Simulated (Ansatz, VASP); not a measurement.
**Al (Al(111), 5 layers) in two plane-wave programs**

One calculation is typed for both programs; each brings its own data sets. How far apart do they land? Of the first pair: The structure shown is the start of the Ansatz relaxation below; VASP solves that cell, so the two are compared at the walk's first step.

Program: Ansatz 0.2.0. Level of theory: plane waves, with VASP 6.6.1 beside it; PBE. Results are calculated unless marked as measured.

## Step 1: The structure

The cell holds 5 atoms: 5 Al. Its edges and angles: a = 2.864 Å, b = 2.864 Å, c = 25.353 Å, α = 90.0°, β = 90.0°, γ = 60.0°. Vacuum lies along c.

## Step 2: Ansatz: relaxation, PBE

Ansatz runs on its default PAW (the set named soft_2) files.

The two programs are compared at the cell with which this relaxation starts, whose forces are those of its first step.

input.yaml reads:

```yaml
crystal:
  lattice:
    - [2.8637824638, 0.0, 0.0]
    - [1.4318912319, 2.4801083646, 0.0]
    - [0.0, 0.0, 25.3530743609]
  atoms:
    - { symbol: Al, position: [0.6666666667, 0.6666666667, 0.315543586] }
    - { symbol: Al, position: [0.0, 0.0, 0.407771793] }
    - { symbol: Al, position: [0.3333333333, 0.3333333333, 0.5] }
    - { symbol: Al, position: [0.6666666667, 0.6666666667, 0.592228207] }
    - { symbol: Al, position: [0.0, 0.0, 0.684456414] }
kpoints:
  mp_grid: { grid: [12, 12, 1] }
hamiltonian:
  xc: pbe
scf:
  occupations: { method: fermi_dirac, width: 0.1 }
  convergence: { dr2_threshold: 1.0e-08 }
efield:
  axis: 3
  dipole_correction: true
  ramp_position: 0.97
  ramp_width: 0.04
relax:
  f_tol: 0.01
  constraints: [{ sites: [2] }]
output:
  write_potential: true
  write_density: true
  volumetric_format: npy
```

Command:

```bash
$ ansatz run input.yaml --threads 2 --pin off --max-ram 4096MiB --backend cpu --events-out ev --progress --plain --runs-dir out
```

Numbers of over 12 decimals in the logs are rounded to 6 here.

Log:

```text
Engine: ansatz 0.2.0, x86_64-unknown-linux-gnu
Pseudopotentials: kind: paw
Pseudopotential: Al, paw, valence charge 3, recommended cutoff 420 eV (normal), Al.paw.azcp
Functional definition: PBE
  parameter kappa = 0.804
  parameter beta = 0.066725
  exchange = pbe_x(kappa = kappa, mu = beta*pi^2/3)
  correlation = pbe_c(beta = beta)
Crystal: 5 atoms, lattice volume = 180.070 Å³
Basis set: ecut = 420 eV, 3541 PW (Γ), exchange–correlation on 40×40×360 points (8 copies of the dense FFT grid, shifted against one another)
Bands: 13, of which v1, the nominal top of the filled ones, is band 8 counted from 1 (7 counted from 0)
Symmetry: 6 space group operations
k-points: 19 of 144 (time reversal used)
Non-local potential: Al, projectors of the file, l = 0: 2, l = 1: 2, l = 2: 1
PAW form: soft (Blöchl's): semilocal exchange-correlation on the pseudo side does not see the compensation charge
PAW one-centre angular grid: Al, 110 points (default); XC on 64 Gauss nodes
Initial density: superposition of atomic densities (neutral atoms: chi_scale 0, normalization atom), corrected by the library's trained network
Initial wavefunctions: pseudopotential atomic-orbital guess
Functional: x = pbe(κ = 0.804, μ = 0.219515), c = pbe(β = 0.066725)
SCF iter   1: F=—  HF=-2686.826060 eV  |F-HF|=—  |Δ(HF+E_count)|=         —  Δρ=1.14e-3  dr2=3.70e-2  ethr=1.77e-3  p=0.000 e·Å  D=3.20e-4 V/Å  ΔV_dip=-0.01 eV  dr2_dipole=7.58e-5  V_vac-E_F(+/−)=3.97/3.98 eV  ⟨swp⟩=8.4  Hψ=2039  notcnv=0
efield: sawtooth ramp at fractional position 0.9700 (set: `efield.ramp_position`, or a place that a band, a saddle search or an elastic batch's reference lends), width 0.0400; the density the first Hamiltonian is built on has a dipole p = 0.000 e·Å; the dipole correction subtracts the counter field D = 3.20e-4 V/Å, which shifts the + side's vacuum level by -0.01 eV against the − side's; the planar-averaged density in the ramp window peaks in size at 9.1e-6 e/Å³
preconditioner: auto → LDOS  [metal: Δε(μ)=0.128 eV  Ē_g=6.771 eV  σ=0.100 eV  W_gap=0.31  n_scr=14 (ndim 8)  ℏωp=10.7 eV  f_vac=0.439  D(μ)=2.11/eV (n_scr^D=10)  β→1.0]
SCF iter   2: F=—  HF=-2686.824518 eV  |F-HF|=—  |Δ(HF+E_count)|=   1.54e-3  Δρ=3.28e-4  dr2=4.51e-4  ethr=2.47e-4  p=-0.000 e·Å  D=-6.21e-6 V/Å  ΔV_dip=0.00 eV  dr2_dipole=3.52e-6  V_vac-E_F(+/−)=4.11/4.10 eV  ⟨swp⟩=1.5  Hψ=438  notcnv=0  defer=5
SCF iter   3: F=—  HF=-2686.824645 eV  |F-HF|=—  |Δ(HF+E_count)|=   1.27e-4  Δρ=7.18e-5  dr2=9.28e-5  ethr=3.01e-6  p=0.000 e·Å  D=1.90e-5 V/Å  ΔV_dip=-0.00 eV  dr2_dipole=7.84e-9  V_vac-E_F(+/−)=4.12/4.12 eV  ⟨swp⟩=2.3  Hψ=440  notcnv=0  defer=5
SCF iter   4: F=—  HF=-2686.824621 eV  |F-HF|=—  |Δ(HF+E_count)|=   2.34e-5  Δρ=1.87e-5  dr2=5.79e-6  ethr=6.19e-7  p=0.000 e·Å  D=5.34e-6 V/Å  ΔV_dip=-0.00 eV  dr2_dipole=1.14e-8  V_vac-E_F(+/−)=4.12/4.12 eV  ⟨swp⟩=1.5  Hψ=271  notcnv=0  defer=5
SCF iter   5: F=—  HF=-2686.824625 eV  |F-HF|=—  |Δ(HF+E_count)|=   3.19e-6  Δρ=3.43e-6  dr2=5.19e-8  ethr=3.86e-8  p=0.000 e·Å  D=2.27e-6 V/Å  ΔV_dip=-0.00 eV  dr2_dipole=4.69e-10  V_vac-E_F(+/−)=4.12/4.12 eV  ⟨swp⟩=2.2  Hψ=334  notcnv=0  defer=5
SCF iter   6: F=-2686.824625 eV  HF=-2686.824625 eV  |F-HF|=4.87e-10  |Δ(HF+E_count)|=   1.41e-7  Δρ=1.10e-6  dr2=5.82e-9  ethr=6.67e-11  p=0.000 e·Å  D=7.47e-7 V/Å  ΔV_dip=-0.00 eV  dr2_dipole=2.76e-12  V_vac-E_F(+/−)=4.12/4.12 eV  ⟨swp⟩=9.9  Hψ=1666  notcnv=0
SCF 1 converged in 6 iterations: F = -2686.824625 eV  dr2 = 5.82e-9
  greatest PAW one-centre occupation: 0.462 electrons in one spin orbital (limit 2), on the Al atom at site 4 (counted from 0), in its partial waves of l = 0
relax step   1: F+E_penalty+E_count = -2686.82462478 eV  Δ(F+E_penalty+E_count) = +0.000e0 eV  max|allowed force component| = 7.749e-2 eV/Å  Δτ_max = 0.0000 Å  (6 SCF iters, accepted)
[...]
relax step   2: F+E_penalty+E_count = -2686.82589206 eV  Δ(F+E_penalty+E_count) = -1.267e-3 eV  max|allowed force component| = 2.645e-2 eV/Å  Δτ_max = 0.0183 Å  (6 SCF iters, accepted)
[...]
relax step   3: F+E_penalty+E_count = -2686.82605550 eV  Δ(F+E_penalty+E_count) = -1.634e-4 eV  max|allowed force component| = 8.008e-4 eV/Å  Δτ_max = 0.0047 Å  (5 SCF iters, accepted)
NSCF: frozen V_eff on 19 k-points
the band table was solved once a step of the walk had ended and its energy, with any forces and stress, was formed, with the checks that follow a solve (2346 applications of the Hamiltonian). They found nothing against the state; the energy, forces and stress were not computed again (output.eigenvalues in the input reference)
WARN: The output density's exchange-correlation potential varies sharply where the density is thin. Do not read a vacuum level from v_tot or v_xc, or from such a field of the output density. On a cell that repeats whose density bears no net charge and no dipole along the vacuum's axis use v_es (v_loc + v_h of the components); under efield.dipole_correction with no amplitude use v_es + v_field, which holds any externa [...]
SCF converged after 5 iterations
Free energy (F): -2686.826055 eV
Harris-Foulkes:  -2686.826055 eV  (|F-HF|=1.67e-9)
Internal energy: -2686.757213 eV  (E = F + TS)
E sigma→0 (E₀):  -2686.791634 eV
Entropy (-TS):   -0.068843 eV (-13.769 meV/atom)
Fermi energy:    1.468536 eV
Dipole field:    D = 0.000000 V/Å  (p = 0.000000 e·Å, saw-weighted, corrected)
Work function:   Φ+ = 4.1146 eV   Φ− = 4.1146 eV
Levels:          The Fermi level and band energies are counted from a zero that moves with the ramp; work functions are not
--- Per-component energies (eV) ---
  E_band       = -40.955192
  E_kinetic    = 109.533362
  E_local      = -3483.232025  (includes V_loc(G=0)·N_el)
  E_nonlocal   = 51.942112
  E_hartree    = 1720.223779
  E_xc         = -196.229333
  E_vxc        = -141.506447  (∫ρ·V_xc dr)
  E_paw        = -2336.472665  (= ΣΔE_a)
  E_vpaw       = -18.138692  (= ΣTr[D̂ρ^β])
  E_aug_tail   = -0.000011  (compensation charges beyond the density's cutoff)
  E_efield     = 0.000000  (sawtooth field / dipole correction)
  E_vefield    = -0.000001  (∫n·V_field dr)
  E_ewald      = 1447.477569
  E_smearing   = -0.068843  (= −TS)
  E_closure    = 0.000000  (closes the sum)
  Σ components = -2686.826055   (vs F -2686.826055, Δ=0.00e0)
--- Forces (eV/Å), atoms counted from 1 ---
  atom   1  Al     0.00000000     0.00000000    -0.00080084
  atom   2  Al     0.00000000     0.00000000     0.00059548
  atom   3  Al    -0.00000000    -0.00000000    -0.00001302
  atom   4  Al     0.00000000    -0.00000000    -0.00056351
  atom   5  Al     0.00000000    -0.00000000     0.00077978
  max |Σ_I F_I| component: 2.11e-6 eV/Å
--- Band table (eV; the first three rows and the last of 19) ---
  k-point 0: bands = [... 4 lower, -4.1590, -2.1080, 0.3032, 2.6478, 4.4874, 5.4609, 5.7240, 7.2137, ... 1 higher]
  k-point 1: bands = [... 4 lower, -3.9950, -1.9517, 0.4591, 2.8013, 4.6450, 5.6233, 5.8867, 7.3647, ... 1 higher]
  k-point 2: bands = [... 4 lower, -3.5054, -1.4834, 0.9224, 3.2475, 5.0866, 6.0680, 6.3275, 6.7657, ... 1 higher]
  k-point 18: bands = [... 4 lower, -0.8997, -0.8997, -0.0872, -0.0872, 0.4097, 1.1754, 2.1202, 2.1202, ... 1 higher]
--- Relaxed structure (3 steps of the walk, 3 accepted, 0 SCFs on fresh bases) ---
  F+E_penalty+E_count = -2686.82605550 eV   max|allowed force component| = 8.008e-4 eV/Å
  atoms:
    - { symbol: Al, position: [0.666667, 0.666667, 0.315006] }
    - { symbol: Al, position: [2.164477857728632e-19, 0, 0.408102] }
    - { symbol: Al, position: [0.333333, 0.333333, 0.5] }
    - { symbol: Al, position: [0.666667, 0.666667, 0.591898] }
    - { symbol: Al, position: [3.5238301720255453e-19, 0, 0.684994] }
```

The column dr2 measures how far the density is from self-consistency, as an energy; F and HF (Harris–Foulkes) agree once it is small.

## Step 3: VASP: single point, PBE, start cell, pair 1

The same cell, functional, mesh and smearing now go to VASP, with its own data sets.

Lines of VASP's logs that name or quote its potential files are left out, and so is its time.

INCAR reads:

```
SYSTEM = Al
PREC = Accurate
ENCUT = 400
EDIFF = 1E-06
NELM = 120
ISMEAR = -1
SIGMA = 0.1
LREAL = .FALSE.
ALGO = Normal
GGA = PE
NBANDS = 13
LORBIT = 11
LWAVE = .FALSE.
LCHARG = .FALSE.
ISIF = 2
LDIPOL = .TRUE.
IDIPOL = 3
DIPOL = 0.5 0.5 0.5
LVHAR = .TRUE.
LASPH = .TRUE.
GGA_COMPAT = .FALSE.
NELMDL = -8
KPAR = 2
```

POSCAR reads:

```
Al
1.0
    2.8637824638      0.0000000000      0.0000000000
    1.4318912319      2.4801083646      0.0000000000
    0.0000000000      0.0000000000     25.3530743609
Al
5
Direct
    0.6666664958      0.6666669140      0.3155435860
    0.9999998292      0.0000002474      0.4077717895
    0.3333331625      0.3333335807      0.4999999929
    0.6666664958      0.6666669140      0.5922281963
    0.9999998292      0.0000002474      0.6844563998
```

KPOINTS reads:

```
Automatic mesh
0
Gamma
12 12 1
0 0 0
```

PAW data sets: Al (PBE family, release 64).

Command:

```bash
$ mpirun -np 2 vasp_std
```

Log:

```text
[banner, memory and clock lines left out]
running    2 mpi-ranks, on    1 nodes
 distrk:  each k-point on    1 cores,    2 groups
 distr:  one band on    1 cores,    1 groups

 POSCAR found type information on POSCAR Al
 POSCAR found :  1 types and       5 ions
 LDA part: xc-table for (Slater+PW92), standard interpolation
 POSCAR, INCAR and KPOINTS ok, starting setup
 FFT: planning ... GRIDC
 FFT: planning ... GRID_SOFT
 FFT: planning ... GRID
 WAVECAR not read
 entering main loop
       N       E                     dE             d eps       ncg     rms          rms(c)
DAV:   1     0.305530136739E+02    0.30553E+02   -0.39940E+03   494   0.645E+02
DAV:   2    -0.166628563156E+02   -0.47216E+02   -0.41791E+02   689   0.113E+02
DAV:   3    -0.186203674301E+02   -0.19575E+01   -0.19164E+01   660   0.239E+01
DAV:   4    -0.186867563438E+02   -0.66389E-01   -0.66330E-01   732   0.542E+00
DAV:   5    -0.186889074729E+02   -0.21511E-02   -0.21510E-02   796   0.952E-01
DAV:   6    -0.186889885828E+02   -0.81110E-04   -0.81109E-04   778   0.160E-01
DAV:   7    -0.186889915127E+02   -0.29300E-05   -0.29299E-05   772   0.254E-02
DAV:   8    -0.186889915921E+02   -0.79346E-07   -0.79411E-07   559   0.411E-03    0.313E+00
DAV:   9    -0.182919334327E+02    0.39706E+00   -0.28917E+00   547   0.833E+00    0.205E+00
DAV:  10    -0.181096530047E+02    0.18228E+00   -0.84396E-01   569   0.597E+00    0.127E+00
DAV:  11    -0.180444122697E+02    0.65241E-01   -0.20562E-01   599   0.225E+00    0.319E-01
DAV:  12    -0.180428303063E+02    0.15820E-02   -0.13620E-02   618   0.709E-01    0.215E-01
DAV:  13    -0.180417997266E+02    0.10306E-02   -0.12336E-03   674   0.205E-01    0.131E-01
DAV:  14    -0.180403635437E+02    0.14362E-02   -0.11130E-03   594   0.146E-01    0.354E-02
DAV:  15    -0.180403601283E+02    0.34154E-05   -0.32111E-04   629   0.784E-02    0.222E-02
DAV:  16    -0.180405649893E+02   -0.20486E-03   -0.24185E-04   559   0.602E-02    0.110E-02
DAV:  17    -0.180407046187E+02   -0.13963E-03   -0.34297E-05   585   0.308E-02    0.611E-03
DAV:  18    -0.180408147688E+02   -0.11015E-03   -0.21836E-05   529   0.194E-02    0.386E-03
DAV:  19    -0.180408401682E+02   -0.25399E-04   -0.85547E-06   576   0.926E-03    0.195E-03
DAV:  20    -0.180409034245E+02   -0.63256E-04   -0.26575E-06   480   0.504E-03    0.121E-03
DAV:  21    -0.180409638570E+02   -0.60433E-04   -0.67140E-06   501   0.668E-03    0.844E-04
DAV:  22    -0.180409766748E+02   -0.12818E-04   -0.11706E-06   474   0.300E-03    0.470E-04
DAV:  23    -0.180409775035E+02   -0.82866E-06   -0.38480E-08   415   0.896E-04
   1 F= -.18040978E+02 E0= -.18006132E+02  d E =-.696915E-01
```

(Continued in part 2 of 2.)

[Lines on the potential files, build, host, timing and source positions are cut from VASP's logs without a mark.]

[Logs are printed without paths, hosts, clocks, repeated set-up lines and the standing remarks that a program may print on its own settings, such as how far it seeks lower states.]

[Hosts, paths, dates, database ids (printed as entryN), source tags and the programs' standing remarks are cut or masked in the printed files.]
